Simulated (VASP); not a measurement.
Consider the following.

```
CdBr2
1.0
    4.00772     0.00000     0.00000
   -2.00386     3.47079     0.00000
    0.00000     0.00000    12.92645
Cd Br
2 4
Direct
  0.66667   0.33333   0.87500
  0.33333   0.66667   0.37500
  0.00000   0.00000   0.75401
  0.00000   0.00000   0.25401
  0.33333   0.66667   0.99598
  0.66667   0.33333   0.49598
```

Computed with r2SCAN meta-GGA, VASP's PBE PAW potentials (set 64) (plane waves; VASP). Numerical set-up: 400 eV cut-off, 7×7×2 Γ-centred mesh, tetrahedra with Blöchl corrections, potentials Cd Br.

The cores are frozen, which limits the accuracy of field gradients.

Task: Give the principal components of the electric field gradient (V/Å²) and the asymmetry η at each nucleus.

Result: 
```tsv
atom	Vxx	Vyy	Vzz	η
Cd1	-5.1	-5.1	10.3	0.00
Cd2	-5.1	-5.1	10.3	0.00
Br3	22.0	22.0	-43.9	0.00
Br4	22.0	22.0	-43.9	0.00
Br5	21.9	21.9	-43.8	0.00
Br6	21.9	21.9	-43.8	0.00
```

The structure comes from a computed database's CdBr2 entry (P6_3mc); how it stands against other phases isn't given here. It was relaxed first.
